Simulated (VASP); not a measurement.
The input files of a VASP run:

### INCAR
```
! general
SYSTEM  = Ga4AsSb3
PREC    = Accurate
ENCUT   = 400
LREAL   = .FALSE.
LASPH   = .TRUE.

! electronic loop
EDIFF   = 1E-6   ! SCF stop (eV)
NELM    = 100   ! most electronic steps
ALGO    = Normal   ! blocked Davidson
LMAXMIX = 4

! smearing
ISMEAR  = 1   ! Methfessel-Paxton
SIGMA   = 0.1

! functional
GGA     = PS   ! PBEsol

! ions
IBRION  = 2   ! conjugate gradients
NSW     = 60   ! most ionic steps
ISIF    = 3   ! ions, shape and volume
EDIFFG  = -0.02   ! ionic stop

! output
LWAVE   = .FALSE.
LCHARG  = .FALSE.
```

POSCAR:
```
Ga4AsSb3
1
    0.0000000000     3.0074810413     3.0074810413
    3.0074810413     0.0000000000     3.0074810413
   11.9784292361    11.9784292361     0.0514949289
Ga Sb As
4 3 1
Direct
  0.0146359499   0.0146359499   0.9890230376
  0.0052182973   0.0052182973   0.2460862771
  0.9954885148   0.9954885148   0.5033836139
  0.9835826504   0.9835826504   0.7623130122
  0.2590973173   0.2590973173   0.0556770120
  0.2501220797   0.2501220797   0.3124084402
  0.2403397688   0.2403397688   0.5697451734
  0.2515154218   0.2515154218   0.8113634336
```

**KPOINTS**
```
Automatic mesh
0
gamma
8 8 2
```

POTCAR, in this order: Ga_d Sb As (PBE.64 set). Program: vasp_std.

Task: Translate this PBEsol calculation to Ansatz.

Result: One equivalent input (not run):
Ansatz 0.2 input:
```yaml
crystal:
  lattice:
    - [0.0000000, 3.0074810, 3.0074810]
    - [3.0074810, 0.0000000, 3.0074810]
    - [11.9784292, 11.9784292, 0.0514949]
  atoms:
    - { symbol: Ga, position: [0.0146359, 0.0146359, 0.9890230] }
    - { symbol: Ga, position: [0.0052183, 0.0052183, 0.2460863] }
    - { symbol: Ga, position: [0.9954885, 0.9954885, 0.5033836] }
    - { symbol: Ga, position: [0.9835827, 0.9835827, 0.7623130] }
    - { symbol: Sb, position: [0.2590973, 0.2590973, 0.0556770] }
    - { symbol: Sb, position: [0.2501221, 0.2501221, 0.3124084] }
    - { symbol: Sb, position: [0.2403398, 0.2403398, 0.5697452] }
    - { symbol: As, position: [0.2515154, 0.2515154, 0.8113634] }
kpoints:
  mp_grid: { grid: [8, 8, 2] }
hamiltonian:
  xc: pbesol
  pseudopotentials: { kind: paw }
scf:
  occupations: { method: methfessel_paxton, width: 0.1 }
  max_iter: 100
relax:
  max_steps: 60
  f_tol: 0.02
  cell: {}
output: { forces: true, stress: true, eigenvalues: true }
```
What does not carry over: each code has its own PAW files, so the cut-off isn't converted (ENCUT is set for VASP's; basis.ecutwfc is left out, and Ansatz then takes the one that its files recommend); Ansatz stops its SCF on the density residual and VASP on the energy change (EDIFF).

The structure was generated: Ga4AsSb3 was put into an ordered model structure (R3m), which need not be its known phase. This run relaxes it. Symmetry was kept, so distortions that lower it aren't found. The start is the result of an earlier pass.
